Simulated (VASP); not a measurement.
```xyz
1
Lattice="0.0000 1.8050 1.8050 1.8050 0.0000 1.8050 1.8050 1.8050 0.0000" Properties=species:S:1:pos:R:3 pbc="T T T"
Cu     0.0000     0.0000     0.0000
```

Calculation: PBE GGA with D4 dispersion, VASP's PBE PAW potentials (set 64) (plane waves; VASP 6.6.1). Settings: 520 eV cut-off, 16×16×16 Γ-centred mesh, first-order Methfessel-Paxton smearing of 0.10 eV, potentials Cu.

Energy and stress use the plane-wave basis of the starting cell.

**Question.** The ions, cell shape and volume are relaxed. What does this cell relax into?

**Answer.** 
```xyz
1
Lattice="0.0000 1.7889 1.7889 1.7889 0.0000 1.7889 1.7889 1.7889 0.0000" Properties=species:S:1:pos:R:3 pbc="T T T"
Cu     0.0000     0.0000     0.0000
```
Space group Fm-3m (225), at a tolerance of 0.03 Å.

**Question.** How do energy and volume change from the first to the last step?

**Answer.** The energy (σ→0) changes by -4.1 meV/atom and the volume by -2.7 %, in 3 ionic steps.

The compound is Cu in the fcc structure. This run relaxes it. Symmetry was kept, so distortions that lower it aren't found.
